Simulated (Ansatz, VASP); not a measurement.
# One calculation of HgPbF4, two programs

```xyz
6
Lattice="4.1762 0.0000 0.0000 0.0000 4.1762 0.0000 0.0000 0.0000 7.4855" Properties=species:S:1:pos:R:3 pbc="T T T"
Hg    0.0000    0.0000    0.0000
Pb    2.0881    2.0881    3.7427
F     0.0000    0.0000    4.9663
F     2.0881    0.0000    0.0000
F     0.0000    2.0881    0.0000
F     0.0000    0.0000    2.5192
```

The cell was built by a generator and needn't be a form met in nature.

Alike in both runs: task single point; functional PBE; k mesh 10 × 10 × 6; occupations gaussian, width 0.1 eV; no spin polarisation.

|  | VASP | Ansatz |
| --- | --- | --- |
| version | VASP 6.6.1 | Ansatz 0.2.0 |
| potentials or method | VASP PAW PBE potentials, release 64 (Hg, Pb_d, F) | scalar-relativistic, plane waves, PAW |
| plane-wave cutoff (eV) | 520 | 420 |
| valence electrons in the cell | 54 | 62 |

|  | VASP | Ansatz | Ansatz less VASP |
| --- | --- | --- | --- |
| gap on the k mesh at the Fermi level (eV) | none | none | - |
| pressure (GPa) | 0.4 | 0.0 | -0.42 |
| largest component of the traceless stress (GPa) | 0.50 | 0.01 | -0.484 |
| rms of the force components (eV/Å) | 0.007 | 0.000 | -0.0065 |

Atom by atom the forces differ by 0.007 eV/Å (rms over components). A gap of «none» marks a metal or a gap that the smearing closes. The functional is the same, so the differences come from potentials, cutoffs and numerics. The two sets of potentials don't hold the same shells in valence.

Spin-orbit coupling is left out, which matters for the levels of Hg, Pb.
